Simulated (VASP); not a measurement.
Consider the following.

```
Si
1.0
    0.00000     2.71847     2.71847
    2.71847     0.00000     2.71847
    2.71847     2.71847     0.00000
Si
2
Direct
  0.00000   0.00000   0.00000
  0.25000   0.25000   0.25000
```

These are AM05 GGA, VASP's PBE PAW potentials (set 64) (plane waves; VASP) values and carry that method's errors. Numerical set-up: 520 eV cut-off, Gaussian smearing of 0.050 eV, potentials Si.

Q: What does the run give for the band gap (along the path) with the smallest direct gap where there is one?

A: 
The band gap (along the path) is 0.50 eV and the smallest direct gap (along the path) comes out as 2.50 eV.

Total energies compare only between runs with the same potentials, cut-off and functional.

The compound is Si in the diamond structure. It was relaxed first.
